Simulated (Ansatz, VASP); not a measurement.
**K3Ag2 in VASP and in Ansatz**

Contents of INCAR:

```
PREC = Accurate
ENCUT = 600
EDIFF = 1E-6
ISMEAR = 0
SIGMA = 0.1
LREAL = False
LASPH = True
NELM = 100
ALGO = Normal
ISIF = 3
LWAVE = False
LCHARG = False
GGA = PE
IBRION = 2
NSW = 90
EDIFFG = -0.04
```

Contents of KPOINTS:

```
Automatic mesh
0
Gamma
  4 4 4
```

File POSCAR:

```
K3Ag2
1.0
    6.6681485800      0.0000000000      0.0000000000
    0.0000000000      6.6681485800      0.0000000000
    0.0000000000      0.0000000000      6.6681485800
K Ag
3 2
Direct
    0.0000000000      0.5000000000      0.5000000000
    0.5000000000      0.0000000000      0.5000000000
    0.5000000000      0.5000000000      0.0000000000
    0.0000000000      0.0000000000      0.0000000000
    0.5000000000      0.5000000000      0.5000000000
```

Input for Ansatz:

```yaml
crystal:
  lattice:
    - [6.66814858, 0.0, 0.0]
    - [0.0, 6.66814858, 0.0]
    - [0.0, 0.0, 6.66814858]
  atoms:
    - { symbol: K, position: [0.0, 0.5, 0.5] }
    - { symbol: K, position: [0.5, 0.0, 0.5] }
    - { symbol: K, position: [0.5, 0.5, 0.0] }
    - { symbol: Ag, position: [0.0, 0.0, 0.0] }
    - { symbol: Ag, position: [0.5, 0.5, 0.5] }
basis:
  ecutwfc: 420
kpoints:
  mp_grid: { grid: [4, 4, 4] }
hamiltonian:
  xc: pbe
scf:
  occupations: { method: gaussian, width: 0.1 }
  lower_state_search: "off"
output:
  forces: true
  stress: true
  eigenvalues: true
relax:
  adjacent_minimum: "off"
  f_tol: 0.04
  max_steps: 70
  cell: { stress_tol: 0.4 }
```

Alike in both runs: task relaxation of cell and atoms; functional PBE; k mesh 4 × 4 × 4; occupations gaussian, width 0.1 eV; no spin polarisation.

|  | VASP | Ansatz |
| --- | --- | --- |
| version | VASP 6.6.1 | Ansatz 0.2.0 |
| potentials or method | VASP PAW PBE potentials, release 64 (K_sv, Ag) | scalar-relativistic, plane waves, PAW |
| plane-wave cutoff (eV) | 600 | 420 |
| valence electrons in the cell | 49 | 65 |

|  | VASP | Ansatz | Ansatz less VASP |
| --- | --- | --- | --- |
| gap on the k mesh at the Fermi level, each at its own relaxed structure (eV) | none | none | - |
| relaxed volume (Å³/atom) | 53.89 | 51.85 | -2.037 |
| relaxed cell length with the largest relative difference (Å) | 6.459 | 6.377 | -0.0824 |
| energy change over the relaxation (meV/atom) | -12 | -11 | +0.1 |

A gap of «none» marks a metal or a gap that the smearing closes. The two sets of potentials don't hold the same shells in valence.
